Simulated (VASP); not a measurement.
# Ir16Se in VASP: a series of runs

The runs below take Ir16Se through single point, with PBE.

Everything below comes from runs of VASP 6.6.1. Logs are shortened: lines on timing, memory, paths and dates and some standing lists are left out, and cuts for length are marked.

## (1) The cell of the first run

The cell holds a slab with vacuum, 17 atoms: a = 5.474 Å, b = 7.741 Å, c = 20.960 Å, α = 90.00°, β = 90.00°, γ = 90.00°.

## (2) Single point, PBE (Se at 0/8 of the diagonal of the surface cell, 4.37 Å above the top plane)

INCAR

```
ALGO = Fast
DIPOL = 0.5 0.5 0.305
EDIFF = 1E-7
ENCUT = 520
GGA = PE
IDIPOL = 3
ISIF = 2
ISMEAR = 0
LASPH = True
LCHARG = True
LDIPOL = True
LELF = True
LREAL = Auto
LVACPOTAV = True
LVHAR = True
LWAVE = False
NBANDS = 89
NELM = 100
PREC = Accurate
SIGMA = 0.1
```

KPOINTS

```
k-points
0
Gamma
  5 4 1
```

POSCAR

```
Ir16Se
1.0
    5.4739356551      0.0000000000      0.0000000000
    0.0000000000      7.7413140431      0.0000000000
    0.0000000000      0.0000000000     20.9601955780
Ir Se
16 1
Direct
    0.2500000000      0.2500000000      0.1908379139
    0.2500000000      0.7500000000      0.1908379139
    0.7500000000      0.2500000000      0.1908379139
    0.7500000000      0.7500000000      0.1908379139
    0.0000000000      0.0000000000      0.2561275678
    0.0000000000      0.5000000000      0.2561275678
    0.5000000000      0.0000000000      0.2561275678
    0.5000000000      0.5000000000      0.2561275678
    0.2500000000      0.2500000000      0.3207118829
    0.2500000000      0.7500000000      0.3207118829
    0.7500000000      0.2500000000      0.3207118829
    0.7500000000      0.7500000000      0.3207118829
    0.0000000000      0.0000000000      0.3797767797
    0.0000000000      0.5000000000      0.3797767797
    0.5000000000      0.0000000000      0.3797767797
    0.5000000000      0.5000000000      0.3797767797
    0.0000000000      0.0000000000      0.5882672007
```

Potentials or basis: VASP PAW PBE potentials, release 64 (Ir, Se).

On the command line:

```console
cat potpaw_PBE.64/Ir/POTCAR potpaw_PBE.64/Se/POTCAR > POTCAR
mpirun -np 1 vasp_std > vasp.out
```

OUTCAR:

```text
EDIFF = 1E-7
   ENCUT = 520
   GGA = PE
   ISIF = 2
   ISMEAR = 0
   LASPH = True
   LREAL = Auto
   NELM = 100
   PREC = Accurate

 ion  position               nearest neighbor table
   1  0.250  0.250  0.191-   9 2.72   3 2.74   3 2.74   7 2.74   8 2.74   5 2.74   6 2.74
   2  0.250  0.750  0.191-  10 2.72   4 2.74   4 2.74   7 2.74   8 2.74   5 2.74   6 2.74
   3  0.750  0.250  0.191-  11 2.72   1 2.74   1 2.74   7 2.74   8 2.74   5 2.74   6 2.74
   4  0.750  0.750  0.191-  12 2.72   2 2.74   2 2.74   7 2.74   8 2.74   5 2.74   6 2.74
   5  0.000  0.000  0.256-  13 2.59  10 2.73  11 2.73  12 2.73   9 2.73   7 2.74   7 2.74   4 2.74
                             1 2.74   2 2.74   3 2.74
   6  0.000  0.500  0.256-  14 2.59  10 2.73  11 2.73  12 2.73   9 2.73   8 2.74   8 2.74   4 2.74
                             1 2.74   2 2.74   3 2.74
   7  0.500  0.000  0.256-  15 2.59  10 2.73  11 2.73  12 2.73   9 2.73   5 2.74   5 2.74   4 2.74
                             1 2.74   2 2.74   3 2.74
   8  0.500  0.500  0.256-  16 2.59  10 2.73  11 2.73  12 2.73   9 2.73   6 2.74   6 2.74   4 2.74
                             1 2.74   2 2.74   3 2.74
   9  0.250  0.250  0.321-  13 2.67  14 2.67  15 2.67  16 2.67   1 2.72   5 2.73   6 2.73   7 2.73
                             8 2.73  11 2.74  11 2.74
  10  0.250  0.750  0.321-  13 2.67  14 2.67  15 2.67  16 2.67   2 2.72   5 2.73   6 2.73   7 2.73
                             8 2.73  12 2.74  12 2.74
  11  0.750  0.250  0.321-  13 2.67  14 2.67  15 2.67  16 2.67   3 2.72   5 2.73   6 2.73   7 2.73
                             8 2.73   9 2.74   9 2.74
  12  0.750  0.750  0.321-  13 2.67  14 2.67  15 2.67  16 2.67   4 2.72   5 2.73   6 2.73   7 2.73
                             8 2.73  10 2.74  10 2.74
  13  0.000  0.000  0.380-   5 2.59   9 2.67  10 2.67  11 2.67  12 2.67  15 2.74  15 2.74
  14  0.000  0.500  0.380-   6 2.59   9 2.67  10 2.67  11 2.67  12 2.67  16 2.74  16 2.74
  15  0.500  0.000  0.380-   7 2.59   9 2.67  10 2.67  11 2.67  12 2.67  13 2.74  13 2.74
  16  0.500  0.500  0.380-   8 2.59   9 2.67  10 2.67  11 2.67  12 2.67  14 2.74  14 2.74
  17  0.000  0.000  0.588-

  LATTYP: Found a simple orthorhombic cell.
 ALAT       =     5.4739356551
 B/A-ratio  =     1.4142135624
 C/A-ratio  =     3.8290906029

  Lattice vectors:

 A1 = (   5.4739356551,   0.0000000000,   0.0000000000)
 A2 = (   0.0000000000,   7.7413140431,   0.0000000000)
 A3 = (   0.0000000000,   0.0000000000,  20.9601955780)

Analysis of symmetry for initial positions (statically):
=====================================================================
 Subroutine PRICEL returns:
 Original cell was already a primitive cell.

 Routine SETGRP: Setting up the symmetry group for a
 simple orthorhombic supercell.

 Subroutine GETGRP returns: Found  4 space group operations
 (whereof  4 operations were pure point group operations)
 out of a pool of  8 trial point group operations.

The static configuration has the point symmetry C_2v.

Analysis of symmetry for dynamics (positions and initial velocities):
=====================================================================
 Subroutine PRICEL returns:
 Original cell was already a primitive cell.

 Routine SETGRP: Setting up the symmetry group for a
 simple orthorhombic supercell.

 Subroutine GETGRP returns: Found  4 space group operations
 (whereof  4 operations were pure point group operations)
 out of a pool of  8 trial point group operations.

The dynamic configuration has the point symmetry C_2v.

 Subroutine INISYM returns: Found  4 space group operations
 (whereof  4 operations are pure point group operations),
 and found     1 'primitive' translations

----------------------------------------------------------------------------------------

                                     Primitive cell

  volume of cell :     888.1978

  direct lattice vectors                    reciprocal lattice vectors
     5.473935655  0.000000000  0.000000000     0.182683916  0.000000000  0.000000000
     0.000000000  7.741314043  0.000000000     0.000000000  0.129177036  0.000000000
     0.000000000  0.000000000 20.960195578     0.000000000  0.000000000  0.047709478

  length of vectors
     5.473935655  7.741314043 20.960195578     0.182683916  0.129177036  0.047709478

  position of ions in fractional coordinates (direct lattice)
     0.250000000  0.250000000  0.190837914
     0.250000000  0.750000000  0.190837914
     0.750000000  0.250000000  0.190837914
     0.750000000  0.750000000  0.190837914
     0.000000000  0.000000000  0.256127568
     0.000000000  0.500000000  0.256127568
[... 9 lines left out ...]
     0.500000000  0.500000000  0.379776780
     0.000000000  0.000000000  0.588267201

  ion indices of the primitive-cell ions
   primitive index   ion index
[... 40 lines left out ...]
 ===========================================

 Found      9 irreducible k-points:

 Following reciprocal coordinates:
            Coordinates               Weight
  0.000000  0.000000  0.000000      1.000000
  0.200000  0.000000  0.000000      2.000000
  0.400000  0.000000  0.000000      2.000000
  0.000000  0.250000  0.000000      2.000000
  0.200000  0.250000  0.000000      4.000000
  0.400000  0.250000  0.000000      4.000000
  0.000000  0.500000  0.000000      1.000000
  0.200000  0.500000  0.000000      2.000000
  0.400000  0.500000  0.000000      2.000000
   k-points           NKPTS =      9   k-points in BZ     NKDIM =      9   number of bands    NBANDS=     89
   number of dos      NEDOS =    301   number of ions     NIONS =     17
   total plane-waves  NPLWV = 403200
   dimension x,y,z NGX =    42 NGY =   60 NGZ =  160
   dimension x,y,z NGXF=    84 NGYF=  120 NGZF=  320
   ions per type =              16   1
   NGX,Y,Z   is equivalent  to a cutoff of  12.76, 12.89, 12.69 a.u.
   NGXF,Y,Z  is equivalent  to a cutoff of  25.51, 25.77, 25.38 a.u.
 SYSTEM =  unknown system
   PREC   = accura    normal or accurate (medium, high low for compatibility)
   ISTART =      0    job   : 0-new  1-cont  2-samecut
   ICHARG =      2    charge: 1-file 2-atom 10-const
   ISPIN  =      1    spin polarized calculation?
   LNONCOLLINEAR =      F non collinear calculations
   LSORBIT =      F    spin-orbit coupling
   LASPH  =      T    aspherical Exc in radial PAW
   ENCUT  =  520.0 eV  38.22 Ry    6.18 a.u.  10.18 14.39 38.97*2*pi/ulx,y,z
   NELM   =    100;   NELMIN=  2; NELMDL= -5     # of ELM steps
   EDIFF  = 0.1E-06   stopping-criterion for ELM
   LREAL  =      T    real-space projection
   EDIFFG = 0.1E-05   stopping-criterion for IOM
   NSW    =      0    number of steps for IOM
   IBRION =     -1    ionic relax: 0-MD 1-quasi-New 2-CG
   NFREE  =      0    steps in history (QN), initial steepest desc. (CG)
   ISIF   =      2    stress and relaxation
   ISYM   =      2    0-nonsym 1-usesym 2-fastsym
   POTIM  = 0.5000    time-step for ionic-motion
   TEBEG  =    0.0;   TEEND  =   0.0 temperature during run
   PSTRESS=    0.0 pullay stress
   NELECT =     150.0000    total number of electrons
   NUPDOWN=      -1.0000    fix difference up-down
   EMIN   =  10.00;   EMAX   =-10.00  energy-range for DOS
   EFERMI =   0.00;   METHOD = LEGACY
   ISMEAR =     0;   SIGMA  =   0.10  broadening in eV -4-tet -1-fermi 0-gaus
   EFERMI_NEDOS =   21; number of points for ismear=-14 and -15
   IALGO  =     68    algorithm
   IMIX   =      4    mixing-type and parameters
     AMIX     =   0.40;   BMIX     =  1.00
     AMIX_MAG =   1.60;   BMIX_MAG =  1.00
  volume/ion in A,a.u.               =      52.25       352.58
  Fermi-wavevector in a.u.,A,eV,Ry     =   0.904903  1.710019 11.141122  0.818849
  Thomas-Fermi vector in A             =   2.028406
   LORBIT       =      0    0 simple, 1 ext, 2 COOP (PROOUT), +10 PAW based schemes
   GGA     = PE    functional components
   LHFCALC =     F    Hartree Fock is set to
   AEXX    =    0.0000 exact exchange contribution
   IVDW    =     0    specifies the selected vdW correction
   LEPSILON=     F    determine dielectric tensor
   LRPA    =     F    only Hartree local field effects (RPA)
 non-spin polarized calculation
 RMM-DIIS sequential band-by-band and
 Gauss-broadening in eV      SIGMA  =   0.10
  energy-cutoff  :      520.00
  volume of cell :      888.20
 maximum number of plane-waves:     23953
 NGX is ok and might be reduce to    42
   NGX = 21   NGY = 29   NGZ = 77

 dipolmoment           0.000000      0.000000     -0.004941 electrons x Angstroem

 number of electron     149.9999983 magnetization

 dipolmoment           0.000000      0.000000      0.310352 electrons x Angstroem

 Free energy of the ion-electron system (eV)
  ---------------------------------------------------
  ext. energy  EPLUGINS =         0.00000000
  ---------------------------------------------------
  free energy    TOTEN  =      -125.78924713 eV

  energy without entropy =     -125.53760690  energy(sigma->0) =     -125.66342702

 E-fermi :  -1.3019     XC(G=0):  -5.1705

 val. band max:       -1.3081901174   @ k =   0.2000   0.5000   0.0000
 cond. band min:      -1.2964565245   @ k =   0.2000   0.5000   0.0000
 fundamental gap:      0.0117335928
 Fermi energy:        -1.3018651364

 k-point     1 :       0.0000    0.0000    0.0000
  band No.  band energies     occupation
      1     -12.0582      2.00000
      2     -10.8486      2.00000
      3      -8.8472      2.00000
      4      -8.6950      2.00000
      5      -8.2916      2.00000
      6      -8.2180      2.00000
[... 799 lines left out ...]
     86      -0.7638      0.00000
     87      -0.7262      0.00000
 [bands above 87 left out]

------------------------ aborting loop because EDIFF is reached ----------------------------------------

  FORCE on cell =-STRESS in cart. coord.  units (eV):
  Direction    XX          YY          ZZ          XY          YZ          ZX
  --------------------------------------------------------------------------------------
  -------------------------------------------------------------------------------------
  Total      -27.9342673    -15.0848779     -7.7442005      0.0000000      0.0000000      0.0000000
  in kB      -50.3892811    -27.2108856    -13.9693908      0.0000000      0.0000000      0.0000000
  external PRESSURE =     -30.5231858 kB  Pullay stress =       0.0000000 kB

 VOLUME and BASIS-vectors are now :
 -----------------------------------------------------------------------------
  energy-cutoff  :      520.00
  volume of cell :      888.20
      direct lattice vectors                 reciprocal lattice vectors
     5.473935655  0.000000000  0.000000000     0.182683916  0.000000000  0.000000000
     0.000000000  7.741314043  0.000000000     0.000000000  0.129177036  0.000000000
     0.000000000  0.000000000 20.960195578     0.000000000  0.000000000  0.047709478

 POSITION                                       TOTAL-FORCE (eV/Angst)
 -----------------------------------------------------------------------------------
      1.36848      1.93533      4.00000        -0.018428     -0.018671      1.095603
      1.36848      5.80599      4.00000        -0.018428      0.018671      1.095603
      4.10545      1.93533      4.00000         0.018428     -0.018671      1.095603
      4.10545      5.80599      4.00000         0.018428      0.018671      1.095603
      0.00000      0.00000      5.36848         0.000000      0.000000     -1.277053
      0.00000      3.87066      5.36848         0.000000      0.000000     -1.165411
[... 9 lines left out ...]
      2.73697      3.87066      7.96020         0.000000      0.000000      0.031520
      0.00000      0.00000     12.33020         0.000000      0.000000     -0.509196
 -----------------------------------------------------------------------------------
    total drift:                                0.000000      0.000000      0.008507

  FREE ENERGIE OF THE ION-ELECTRON SYSTEM (eV)
  ---------------------------------------------------
  free  energy   TOTEN  =      -125.7892471307 eV

  energy  without entropy=     -125.5376069022  energy(sigma->0) =     -125.66342702

 vacuum level on the upper side and lower side of the slab         5.065         3.741
```

Run time: 25 min. Hardware: 1 thread of Intel Xeon 6975P-C (Granite Rapids), shared host; peak memory 1.1 GiB.

Results:

| Property | Result |
| --- | --- |
| Free energy | -125.7892 eV |
| Largest force | 1.277 eV/Å |
| Band gap on the k mesh | none (metal or under the smearing width) |
| Work function of the upper face | 6.37 eV |
| Work function of the lower face | 5.04 eV |

Forces in eV/Å, atoms in the order of the input:
```
Ir  -0.018 -0.019  1.096
Ir  -0.018  0.019  1.096
Ir   0.018 -0.019  1.096
Ir   0.018  0.019  1.096
Ir   0.000  0.000 -1.277
Ir   0.000  0.000 -1.165
Ir   0.000  0.000 -1.143
Ir   0.000  0.000 -1.097
Ir   0.007 -0.010  0.014
Ir   0.007  0.010  0.014
Ir  -0.007 -0.010  0.014
Ir  -0.007  0.010  0.014
Ir   0.000  0.000  0.549
Ir   0.000  0.000  0.063
Ir   0.000  0.000  0.109
Ir   0.000  0.000  0.032
Se   0.000  0.000 -0.509
```

The run has no spin-orbit coupling, so splittings on Ir are missing.

## (3) Single point, PBE (Se at 1/8 of the diagonal of the surface cell, 4.37 Å above the top plane)

INCAR

```
  PREC = Accurate
  ENCUT = 520
  EDIFF = 1E-7
  ISMEAR = 0
  SIGMA = 0.1
  LREAL = Auto
  LASPH = True
  NELM = 100
  ALGO = Fast
  ISIF = 2
  LWAVE = False
  LCHARG = False
  LDIPOL = True
  IDIPOL = 3
  DIPOL = 0.5 0.5 0.305
  GGA = PE
  NBANDS = 89
```

KPOINTS

```
regular mesh
0
Gamma
  5 4 1
```

Changes to POSCAR since step 2:

```diff
@@ -24,2 +24,2 @@
     0.5000000000      0.5000000000      0.3797767797
-    0.0000000000      0.0000000000      0.5882672007
+    0.0625000000      0.0625000000      0.5882672007
```

Potentials or basis: VASP PAW PBE potentials, release 64 (Ir, Se).

On the command line:

```console
cat potpaw_PBE.64/Ir/POTCAR potpaw_PBE.64/Se/POTCAR > POTCAR
mpirun -np 1 vasp_std > vasp.out
```

Run time: 33 min. Hardware: 1 thread of Intel Xeon 6975P-C (Granite Rapids), shared host; peak memory 1.2 GiB.

Results (log left out):

```
Free energy            : -125.7774 eV
Largest force          : 1.265 eV/Å
Band gap on the k mesh : none (metal or under the smearing width)
```

Forces in eV/Å, atoms in the order of the input:
```
Ir  -0.019 -0.018  1.089
Ir  -0.015  0.017  1.100
Ir   0.018 -0.017  1.093
Ir   0.015  0.018  1.104
Ir  -0.007 -0.002 -1.265
Ir   0.007 -0.007 -1.164
Ir   0.007  0.002 -1.146
Ir  -0.007 -0.004 -1.102
Ir   0.010 -0.002  0.021
Ir   0.004  0.010  0.013
Ir  -0.010 -0.008  0.017
Ir  -0.003  0.018  0.015
Ir   0.042  0.037  0.504
Ir   0.002 -0.012  0.070
Ir  -0.030  0.005  0.117
Ir  -0.002 -0.001  0.035
Se  -0.012 -0.037 -0.500
```

Levels at points of the mesh, in eV from the Fermi level:
| k point | band 70 | band 71 | band 72 | band 73 | band 74 | band 75 | band 76 | band 77 | band 78 | band 79 |
| --- | --- | --- | --- | --- | --- | --- | --- | --- | --- | --- |
| (0.00, 0.00, 0.00) | -0.07 | -0.05 | -0.02 | 0.06 | 0.35 | 0.38 | 0.39 | 0.40 | 0.51 | 0.59 |
| (0.00, 0.50, 0.00) | -0.21 | -0.20 | -0.06 | -0.04 | 0.05 | 0.07 | 0.10 | 0.11 | 0.12 | 0.19 |
